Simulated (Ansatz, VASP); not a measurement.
# BiAs: VASP beside Ansatz

```
Bi As
1.0
     0.00000    2.80018    2.80018
     2.80018    0.00000    2.80018
     2.80018    2.80018    0.00000
Bi As
1 1
Direct
  0.00000 0.00000 0.00000
  0.50000 0.50000 0.50000
```

Change from the starting cell: volume scaled by 0.8, PAW files.

Alike in both runs: task single point; functional PBE; k mesh 13 × 13 × 13; occupations fermi-dirac, width 0.05 eV; no spin polarisation.

|  | VASP | Ansatz |
| --- | --- | --- |
| version | VASP 6.6.1 | Ansatz 0.2.0 |
| potentials or method | VASP PAW PBE potentials, release 64 (Bi_d, As) | PAW with Ansatz's default frozen-core files, scalar-relativistic |
| plane-wave cutoff (eV) | 520 | 420 |
| valence electrons in the cell | 20 | 30 |

VASP gave:

* pressure (GPa): 23.1

What did Ansatz give for the same quantities?

Pressure (GPa): 23.0.

The two sets of potentials don't hold the same shells in valence.

Caveats: so large a pressure means that the cell lies far from this level's equilibrium, or that cutoff or potentials fall short (VASP).
